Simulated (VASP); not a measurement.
```
CELL_PARAMETERS angstrom
      1.62690    -2.81787     0.00000
      1.62690     2.81787     0.00000
      0.00000     0.00000     5.15100
ATOMIC_POSITIONS crystal
  Hf 0.33333 0.66667 0.25000
  Hf 0.66667 0.33333 0.75000
```

The base run (VASP): PBE GGA, plane waves, VASP's PBE PAW potentials (set 64). Run with 400 eV cut-off, 12×12×7 Γ-centred mesh, first-order Methfessel-Paxton smearing of 0.10 eV, potentials Hf_pv.

One setting is varied; ΔE counts from the most expensive setting. The base run took about 50 core-seconds. Costs are core time on shared hosts, one run each; read them as rough ratios.

Pressures at a finite cut-off, here 400 eV, hold a Pulay part, which wasn't tested here.

```json
[
 {"setting": "KPOINTS 2×2×1 Γ-centred mesh", "cost over the base run": "about 1/4", "electronic steps": "13", "ΔE (meV/atom)": "-388.2", "pressure (GPa)": "-5.39"},
 {"setting": "KPOINTS 1×1×1 Γ-centred mesh", "cost over the base run": "about 1/4", "electronic steps": "17", "ΔE (meV/atom)": "236.2", "pressure (GPa)": "31.46"},
 {"setting": "KPOINTS 7×7×4 Γ-centred mesh", "cost over the base run": "about 1/2", "electronic steps": "12", "ΔE (meV/atom)": "-1.2", "pressure (GPa)": "-5.01"},
 {"setting": "KPOINTS 9×9×5 Γ-centred mesh", "cost over the base run": "about 1/2", "electronic steps": "12", "ΔE (meV/atom)": "-0.5", "pressure (GPa)": "-5.32"},
 {"setting": "KPOINTS 11×11×6 Γ-centred mesh", "cost over the base run": "within a factor of 2", "electronic steps": "12", "ΔE (meV/atom)": "0.5", "pressure (GPa)": "-4.92"},
 {"setting": "base run", "cost over the base run": "reference", "electronic steps": "12", "ΔE (meV/atom)": "0.2", "pressure (GPa)": "-5.06"},
 {"setting": "KPOINTS 14×14×8 Γ-centred mesh", "cost over the base run": "within a factor of 2", "electronic steps": "12", "ΔE (meV/atom)": "0.2", "pressure (GPa)": "-5.22"},
 {"setting": "KPOINTS 17×17×10 Γ-centred mesh", "cost over the base run": "about 2 times", "electronic steps": "12", "ΔE (meV/atom)": "0.0", "pressure (GPa)": "-5.08"}
]
```

Left out are runs that failed, have no time on record or changed the cell.

The compound is Hf in the hcp structure. The cell was not relaxed at this level.
